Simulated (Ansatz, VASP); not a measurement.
# NaSrH3 in two plane-wave programs

Aim: how closely do two programs agree when they are given the same cell, functional and k mesh? The cell is generated by rule, not measured, and may not be a known phase. The two relaxations start from unlike cells of this crystal (the structure described is Ansatz's start), so only their ends are compared.

Main program and level: Ansatz 0.2.0; plane waves, with VASP 6.6.1 beside it; PBEsol.

The structure was built from a prototype and need not be the compound's stable phase.

### Step 1. The structure

The structure is trigonal, space group R3c (No. 161). The conventional cell has a = 6.204 Å, b = 6.204 Å, c = 16.176 Å, α = 90.00°, β = 90.00°, γ = 120.00°. Na has 3 H at 2.30 Å nearest. Sr has 6 H at 2.46 to 2.52 Å nearest. H has 1 Na at 2.30 Å and 2 Sr at 2.46 to 2.52 Å nearest. Farther neighbours are not listed.

### Step 2. Ansatz: relaxation of cell and atoms, PBEsol

Ansatz runs on its PAW soft_1 files.

The relaxed volume is the usual yardstick between codes: in a stiff, nearly cubic crystal its relative difference is about their pressure difference at one cell divided by the bulk modulus.

Input file input.yaml:

```yaml
crystal:
  lattice:
    - [3.1020648747, 1.7909779904, 5.3919793483]
    - [-3.1020648747, 1.7909779904, 5.3919793483]
    - [0.0, -3.5819559809, 5.3919793483]
  atoms:
    - { symbol: Na, position: [0.2565197163, 0.2565197163, 0.2565197163] }
    - { symbol: Na, position: [0.7565197163, 0.7565197163, 0.7565197163] }
    - { symbol: Sr, position: [0.4993629877, 0.4993629877, 0.4993629877] }
    - { symbol: Sr, position: [-0.0006370123, -0.0006370123, -0.0006370123] }
    - { symbol: H, position: [0.6027782386, 0.1580727416, 0.8958238678] }
    - { symbol: H, position: [0.3958238678, 0.6580727416, 0.1027782386] }
    - { symbol: H, position: [0.8958238678, 0.6027782386, 0.1580727416] }
    - { symbol: H, position: [0.1027782386, 0.3958238678, 0.6580727416] }
    - { symbol: H, position: [0.1580727416, 0.8958238678, 0.6027782386] }
    - { symbol: H, position: [0.6580727416, 0.1027782386, 0.3958238678] }
kpoints:
  mp_grid: { grid: [6, 6, 6] }
hamiltonian:
  xc: pbesol
  pseudopotentials: { kind: paw, azcp: { folder: soft_1 }, xc_functional: pbe }
scf:
  occupations: { method: fixed }
output:
  forces: true
  stress: true
  eigenvalues: true
relax:
  adjacent_minimum: "off"
  f_tol: 0.002
  max_steps: 120
  cell: { stress_tol: 0.03 }
```

Started as:

```console
ansatz run input.yaml --threads 4 --pin off --max-ram 16384MiB --backend cpu --events-out ev --progress --plain --runs-dir out
```

Numbers of over 12 decimals in the logs are rounded to 6 here.

Log:

```text
Engine: ansatz 0.2.0, aarch64-unknown-linux-gnu
Pseudopotentials: kind: paw
Pseudopotential: Na, paw, valence charge 9, recommended cutoff 420 eV (normal), soft_1/Na.paw.azcp
Pseudopotential: Sr, paw, valence charge 10, recommended cutoff 420 eV (normal), soft_1/Sr.paw.azcp
Pseudopotential: H, paw, valence charge 1, recommended cutoff 420 eV (normal), soft_1/H.paw.azcp
Functional definition: PBEsol
  exchange = pbesol_x
  correlation = pbesol_c
Crystal: 10 atoms, lattice volume = 179.738 Å³
Basis set: ecut = 420 eV, 3493 PW (Γ), exchange–correlation on 90×90×90 points (8 copies of the dense FFT grid, shifted against one another)
Bands: 32, of which v1, the nominal top of the filled ones, is band 22 counted from 1 (21 counted from 0)
Symmetry: 6 space group operations
Space group: R3c (ITA 161), of the structure as read, at distance tolerance 5.6e-5 Å
k-points: 32 of 216 (time reversal used)
Non-local potential: Na, projectors of the file, l = 0: 3, l = 1: 2, l = 2: 1
Non-local potential: Sr, projectors of the file, l = 0: 3, l = 1: 2, l = 2: 2
Non-local potential: H, projectors of the file, l = 0: 2, l = 1: 1
PAW form: soft (Blöchl's): semilocal exchange-correlation on the pseudo side does not see the compensation charge
PAW frozen core: Na, regenerated for the run's functional, and the local potential with it (the file was generated under x = pbe(κ = 0.804, μ = 0.219515), c = pbe(β = 0.066725))
PAW frozen core: Sr, regenerated for the run's functional, and the local potential with it (the file was generated under x = pbe(κ = 0.804, μ = 0.219515), c = pbe(β = 0.066725))
PAW one-centre angular grid: Na, 110 points (default); XC on 64 Gauss nodes
PAW one-centre angular grid: Sr, 110 points (default); XC on 64 Gauss nodes
PAW one-centre angular grid: H, 110 points (default); XC on 64 Gauss nodes
Initial density: superposition of atomic densities (chi_scale 0.1, normalization cell, long waves kept (reshape's long-wave potential 0.01 eV rms))
Initial wavefunctions: pseudopotential atomic-orbital guess
Functional: x = pbesol(κ = 0.804, μ = 0.123457), c = pbesol(β = 0.046)
SCF iter   1: F=—  HF=-10034.880214 eV  |F-HF|=—  |Δ(HF+E_count)|=         —  Δρ=4.93e-2  dr2=5.58e0  ethr=3.10e-3  ⟨swp⟩=6.1  Hψ=4380  notcnv=0  defer=228
preconditioner: auto → Resta (q_TF=auto, 2.158 Å⁻¹)  ε∞=2.8  [insulator: Δε(μ)=3.834 eV  Ē_g=7.092 eV  n_scr=26 (ndim 8)  ℏωp=9.6 eV  f_vac=0.000  ε∞_Penn≈2.8]
SCF iter   2: F=—  HF=-10033.340852 eV  |F-HF|=—  |Δ(HF+E_count)|=    1.54e0  Δρ=2.02e-2  dr2=1.21e0  ethr=3.10e-3  ⟨swp⟩=2.0  Hψ=1555  notcnv=0  defer=234
SCF iter   3: F=—  HF=-10033.041312 eV  |F-HF|=—  |Δ(HF+E_count)|=   3.00e-1  Δρ=4.14e-3  dr2=3.11e-2  ethr=2.75e-3  ⟨swp⟩=2.0  Hψ=1181  notcnv=0  defer=242
SCF iter   4: F=—  HF=-10033.058271 eV  |F-HF|=—  |Δ(HF+E_count)|=   1.70e-2  Δρ=1.33e-3  dr2=2.30e-3  ethr=7.08e-5  ⟨swp⟩=3.9  Hψ=1853  notcnv=0  defer=253
SCF iter   5: F=—  HF=-10033.059092 eV  |F-HF|=—  |Δ(HF+E_count)|=   8.21e-4  Δρ=2.45e-4  dr2=1.30e-4  ethr=5.22e-6  ⟨swp⟩=2.1  Hψ=1683  notcnv=0  defer=253
SCF iter   6: F=—  HF=-10033.059258 eV  |F-HF|=—  |Δ(HF+E_count)|=   1.66e-4  Δρ=4.71e-5  dr2=6.07e-6  ethr=2.95e-7  ⟨swp⟩=2.8  Hψ=1631  notcnv=0  defer=253
SCF iter   7: F=—  HF=-10033.059294 eV  |F-HF|=—  |Δ(HF+E_count)|=   3.55e-5  Δρ=1.04e-5  dr2=2.63e-7  ethr=1.38e-8  ⟨swp⟩=2.0  Hψ=1600  notcnv=0  defer=246
SCF iter   8: F=-10033.059294 eV  HF=-10033.059294 eV  |F-HF|=6.61e-9  |Δ(HF+E_count)|=   2.23e-7  Δρ=2.35e-6  dr2=1.22e-8  ethr=2.27e-10  ⟨swp⟩=18.8  Hψ=8248  notcnv=0
SCF 1 converged in 8 iterations: F = -10033.059294 eV  dr2 = 1.22e-8
  greatest PAW one-centre occupation: 0.999 electrons in one spin orbital (limit 2), on the Na atom at site 1 (counted from 0), in its partial waves of l = 0
relax step   1: F+E_penalty+E_count = -10033.05929395 eV  Δ(F+E_penalty+E_count) = +0.000e0 eV  max|allowed force component| = 4.183e-1 eV/Å  Δτ_max = 0.0000 Å  P = -2.076 GPa  Ω = 179.738 Å³  (8 SCF iters, dr2 threshold 1.00e-7 eV, accepted)
[...]
relax step  14: F+E_penalty+E_count = -10033.44019583 eV  Δ(F+E_penalty+E_count) = +6.617e-4 eV  max|allowed force component| = 1.832e-2 eV/Å  Δτ_max = 0.0112 Å  P = -0.129 GPa  Ω = 151.654 Å³  energy of the carried Pulay correction = +8.674e-5 eV  (7 SCF iters, dr2 threshold 2.70e-10 eV, rejected (line search))
[...]
relax step  15: F+E_penalty+E_count = -10033.44086065 eV  Δ(F+E_penalty+E_count) = -3.090e-6 eV  max|allowed force component| = 1.263e-4 eV/Å  Δτ_max = 0.0011 Å  P = +0.000 GPa  Ω = 151.530 Å³  energy of the carried Pulay correction = +1.280e-4 eV  (8 SCF iters, accepted)
[...]
relax step  16: F+E_penalty+E_count = -10033.44071572 eV  Δ(F+E_penalty+E_count) = +1.449e-4 eV  max|allowed force component| = 1.295e-4 eV/Å  Δτ_max = 0.0000 Å  P = -0.000 GPa  Ω = 151.530 Å³  stress off target by 1.09e-3 GPa  SCF on the basis re-selected at this cell (its energy is not comparable with the rows above)  (5 SCF iters)
basis re-selected at this cell: Δ(F+E_penalty+E_count) = +1.449e-4 eV, ΔP = -0.000 GPa vs the last step (what re-selecting the basis moved, of the pressure what is left beyond the Pulay correction that the steps carried, after the strain that the cell walked since its last selection, with what the two solves' SCF thresholds leave and, on support functions, any second-order correction that the steps lacked; it is no m [...]
SCF converged after 5 iterations
Free energy (F): -10033.440716 eV
Harris-Foulkes:  -10033.440716 eV  (|F-HF|=1.09e-11)
Internal energy: -10033.440716 eV  (E = F + TS)
E sigma→0 (E₀):  -10033.440716 eV
Fermi energy:    2.578728 eV
--- Per-component energies (eV) ---
  E_band       = -671.467938
  E_kinetic    = 770.321434
  E_local      = -4491.901762  (includes V_loc(G=0)·N_el)
  E_nonlocal   = 1029.732817
  E_hartree    = 1389.455322
  E_xc         = -472.701166
  E_vxc        = -473.185326  (∫ρ·V_xc dr)
  E_paw        = -5850.168625  (= ΣΔE_a)
  E_vpaw       = -285.340427  (= ΣTr[D̂ρ^β])
  E_aug_tail   = -0.005345  (compensation charges beyond the density's cutoff)
  E_ewald      = -2408.551473
  E_core_change = 0.378084  (= ΣΔE_core)
  E_smearing   = -0.000000  (= −TS)
  E_closure    = -0.000000  (closes the sum)
  Σ components = -10033.440716   (vs F -10033.440716, Δ=0.00e0)
--- Forces (eV/Å), atoms counted from 1 ---
  atom   1  Na     0.00000000     0.00000000    -0.00002613
  atom   2  Na     0.00000000     0.00000000    -0.00002613
  atom   3  Sr    -0.00000000    -0.00000000     0.00010829
  atom   4  Sr     0.00000000    -0.00000000     0.00010829
  atom   5  H      0.00002881    -0.00012953    -0.00002721
  atom   6  H      0.00012658     0.00003982    -0.00002721
  atom   7  H      0.00009778     0.00008972    -0.00002721
  atom   8  H     -0.00009778     0.00008972    -0.00002721
  atom   9  H     -0.00012658     0.00003982    -0.00002721
  atom  10  H     -0.00002881    -0.00012953    -0.00002721
  max |Σ_I F_I| component: 1.05e-6 eV/Å
--- Stress (GPa, compression-positive) ---
        0.000217      -0.000000       0.000000
       -0.000000       0.000217       0.000000
       -0.000000       0.000000      -0.001090
  P = ⅓ Tr σ = -0.0002 GPa (-0.002 kbar)
--- Band table (eV; the first three rows and the last of 32) ---
  k-point 0: bands = [... 18 lower, 1.5894, 2.0136, 2.5787, 2.5787, 6.5851, 6.5851, 7.1464, 8.2889, ... 6 higher]
  k-point 1: bands = [... 18 lower, 1.6610, 2.0185, 2.4749, 2.5354, 6.4327, 6.5678, 7.0475, 8.1815, ... 6 higher]
  k-point 2: bands = [... 18 lower, 1.8393, 2.0493, 2.3130, 2.4192, 6.2609, 6.5217, 6.9418, 7.3772, ... 6 higher]
  k-point 31: bands = [... 18 lower, 2.1301, 2.1301, 2.1301, 2.1301, 6.5365, 6.5365, 7.2900, 7.2900, ... 6 higher]
--- Relaxed structure (14 steps of the walk, 11 accepted, 2 SCFs on fresh bases) ---
  F+E_penalty+E_count = -10033.44071572 eV   max|allowed force component| = 1.295e-4 eV/Å   (the final SCF, on the basis selected at the relaxed cell)
  cell:  # Å, volume = 151.5296 Å³
    - [3.007493, 1.736377, 4.836124]
    - [-3.007493, 1.736377, 4.836124]
    - [0, -3.472754, 4.836124]
  atoms:
    - { symbol: Na, position: [0.273912, 0.273912, 0.273912] }
    - { symbol: Na, position: [0.773912, 0.773912, 0.773912] }
    - { symbol: Sr, position: [0.507446, 0.507446, 0.507446] }
    - { symbol: Sr, position: [0.00744623, 0.00744623, 0.00744623] }
    - { symbol: H, position: [0.576608, 0.135194, 0.919397] }
    - { symbol: H, position: [0.419397, 0.635194, 0.076608] }
    - { symbol: H, position: [0.919397, 0.576608, 0.135194] }
    - { symbol: H, position: [0.076608, 0.419397, 0.635194] }
    - { symbol: H, position: [0.135194, 0.919397, 0.576608] }
    - { symbol: H, position: [0.635194, 0.076608, 0.419397] }
```

In the SCF lines HF is the Harris–Foulkes energy and dr2 the Hartree energy of the density residual, in eV; the loop may stop once dr2 is under the threshold and the program's other checks hold. Hψ counts applications of the Hamiltonian.

[end of part 1 of 2]

[Lines on the potential files, build, host, timing and source positions are cut from VASP's logs without a mark.]

[Logs are printed without paths, hosts, clocks, repeated set-up lines and the standing remarks that a program may print on its own settings, such as how far it seeks lower states.]

[Hosts, paths, dates, database ids (printed as entryN), source tags and the programs' standing remarks are cut or masked in the printed files.]
